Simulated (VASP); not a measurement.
Level of theory: PBE GGA, VASP's PBE PAW potentials (set 64) (plane waves; VASP).

A VASP calculation is set up with these files.

KPOINTS:
```
Automatic
0
Gamma
8 8 8
0 0 0
```

POSCAR:
```
AgCl
1
   -0.0000000000     2.8023679603     2.8023679603
    2.8023679603     0.0000000000     2.8023679603
    2.8023679603     2.8023679603    -0.0000000000
Ag Cl
1 1
Direct
  0.0000000000   0.0000000000   0.0000000000
  0.5000000000   0.5000000000   0.5000000000
```

INCAR:
```
ALGO=Normal
EDIFF=1E-6
EDIFFG=-0.02
ENCUT=500
GGA=PE
IBRION=2
ISIF=3
ISMEAR=0
LASPH=.TRUE.
LCHARG=.FALSE.
LMAXMIX=4
LREAL=.FALSE.
LWAVE=.FALSE.
NELM=100
NSW=40
PREC=Accurate
SIGMA=0.05
SYSTEM=AgCl
```

POTCAR, in this order: Ag Cl (PBE.64 set). Program: vasp_std.

The resulting files:

OUTCAR:
```
 ion  position               nearest neighbor table
   1  0.000  0.000  0.000-   2 2.80   2 2.80   2 2.80   2 2.80   2 2.80   2 2.80
   2  0.500  0.500  0.500-   1 2.80   1 2.80   1 2.80   1 2.80   1 2.80   1 2.80
  LATTYP: Found a face centered cubic cell.
 ALAT       =     5.6047359206
 Subroutine PRICEL returns:
 Original cell was already a primitive cell.
 Subroutine GETGRP returns: Found 48 space group operations
The static configuration has the point symmetry O_h .
The dynamic configuration has the point symmetry O_h .
 Subroutine INISYM returns: Found 48 space group operations
 Subroutine IBZKPT returns following result:
 Found     29 irreducible k-points:

 Following reciprocal coordinates:
            Coordinates               Weight
  0.000000  0.000000  0.000000      1.000000
  0.125000  0.000000  0.000000      8.000000
  0.250000  0.000000  0.000000      8.000000
  0.375000  0.000000  0.000000      8.000000
  0.500000  0.000000  0.000000      4.000000
  0.125000  0.125000  0.000000      6.000000
  0.250000  0.125000  0.000000     24.000000
  0.375000  0.125000  0.000000     24.000000
  0.500000  0.125000  0.000000     24.000000
 -0.375000  0.125000  0.000000     24.000000
 -0.250000  0.125000  0.000000     24.000000
 -0.125000  0.125000  0.000000     12.000000
  0.250000  0.250000  0.000000      6.000000
  0.375000  0.250000  0.000000     24.000000
  0.500000  0.250000  0.000000     24.000000
 -0.375000  0.250000  0.000000     24.000000
 -0.250000  0.250000  0.000000     12.000000
  0.375000  0.375000  0.000000      6.000000
  0.500000  0.375000  0.000000     24.000000
 -0.375000  0.375000  0.000000     12.000000
  0.500000  0.500000  0.000000      3.000000
  0.375000  0.250000  0.125000     24.000000
  0.500000  0.250000  0.125000     48.000000
 -0.375000  0.250000  0.125000     24.000000
...
```

OSZICAR:
```
       N       E                     dE             d eps       ncg     rms          rms(c)
DAV:   1     0.972219615771E+02    0.97222E+02   -0.85706E+03   786   0.120E+03
DAV:   2    -0.151905847602E+01   -0.98741E+02   -0.92612E+02   879   0.246E+02
DAV:   3    -0.555636428797E+01   -0.40373E+01   -0.40219E+01   894   0.533E+01
DAV:   4    -0.559061769902E+01   -0.34253E-01   -0.34242E-01   834   0.545E+00
DAV:   5    -0.559113027296E+01   -0.51257E-03   -0.51257E-03   899   0.666E-01    0.587E+00
DAV:   6    -0.540549136261E+01    0.18564E+00   -0.33669E-01   818   0.791E+00    0.387E+00
DAV:   7    -0.540171653249E+01    0.37748E-02   -0.10394E-01   759   0.259E+00    0.193E+00
DAV:   8    -0.540108225984E+01    0.63427E-03   -0.57999E-03   794   0.952E-01    0.297E-01
DAV:   9    -0.540113589123E+01   -0.53631E-04   -0.72672E-04   844   0.406E-01    0.475E-02
DAV:  10    -0.540120721354E+01   -0.71322E-04   -0.12176E-04   774   0.110E-01    0.279E-02
DAV:  11    -0.540121415573E+01   -0.69422E-05   -0.68419E-06   814   0.235E-02    0.498E-03
DAV:  12    -0.540121418838E+01   -0.32647E-07   -0.28038E-07   487   0.736E-03
   1 F= -.54012142E+01 E0= -.54012142E+01  d E =-.540121E+01
```

File OUTCAR:
```
------------------------ aborting loop because EDIFF is reached ----------------------------------------
  FORCE on cell =-STRESS in cart. coord.  units (eV):
  Direction    XX          YY          ZZ          XY          YZ          ZX
  --------------------------------------------------------------------------------------
  Total        0.0090840      0.0090840      0.0090840      0.0000000     -0.0000000     -0.0000000
  in kB        0.3306601      0.3306601      0.3306601      0.0000000     -0.0000000     -0.0000000
  external PRESSURE =       0.3306601 kB  Pullay stress =       0.0000000 kB
  volume of cell :       44.02
      direct lattice vectors                 reciprocal lattice vectors
     0.000000000  2.802367960  2.802367960    -0.178420538  0.178420538  0.178420538
     2.802367960  0.000000000  2.802367960     0.178420538 -0.178420538  0.178420538
     2.802367960  2.802367960  0.000000000     0.178420538  0.178420538 -0.178420538
  FREE ENERGIE OF THE ION-ELECTRON SYSTEM (eV)
  ---------------------------------------------------
  free  energy   TOTEN  =        -5.4012141884 eV

  energy  without entropy=       -5.4012141884  energy(sigma->0) =       -5.40121419

 reached required accuracy - stopping structural energy minimisation
```
(Selected blocks of OUTCAR.)

### OUTCAR
```
 val. band max:        3.4249842848   @ k =   0.5000   0.0000   0.0000

 cond. band min:       4.3436489951   @ k =   0.0000   0.0000   0.0000


 Fermi energy:         3.6614455307

 k-point     1 :       0.0000    0.0000    0.0000
  band No.  band energies     occupation
      1     -11.5162      2.00000
      2       1.1077      2.00000
      3       1.1077      2.00000
      4       1.1077      2.00000
      5       1.1471      2.00000
      6       1.1471      2.00000
      7       1.2317      2.00000
      8       1.2317      2.00000
      9       1.2317      2.00000
     10       4.3436      0.00000
     11      14.2927      0.00000
     12      14.2927      0.00000
     13      14.2927      0.00000

 k-point     2 :       0.1250    0.0000    0.0000
  band No.  band energies     occupation
      1     -11.4613      2.00000
      2       0.4382      2.00000
      3       0.4914      2.00000
      4       0.4914      2.00000
      5       1.1582      2.00000
      6       1.1582      2.00000
      7       1.3791      2.00000
      8       1.9502      2.00000
      9       1.9502      2.00000
     10       5.0363      0.00000
     11      12.9290      0.00000
     12      13.9394      0.00000
     13      13.9394      0.00000

 k-point     3 :       0.2500    0.0000    0.0000
  band No.  band energies     occupation
      1     -11.3238      2.00000
      2      -0.5447      2.00000
      3      -0.0573      2.00000
      4      -0.0573      2.00000
      5       1.2742      2.00000
      6       1.2742      2.00000
      7       1.5192      2.00000
      8       2.6712      2.00000
      9       2.6712      2.00000
     10       6.3305      0.00000
     11      11.2472      0.00000
     12      12.6309      0.00000
     13      12.6309      0.00000

 k-point     4 :       0.3750    0.0000    0.0000
  band No.  band energies     occupation
      1     -11.1782      2.00000
      2      -1.2847      2.00000
      3      -0.4073      2.00000
...
```

The compound is AgCl in the rock salt structure. It was relaxed first.
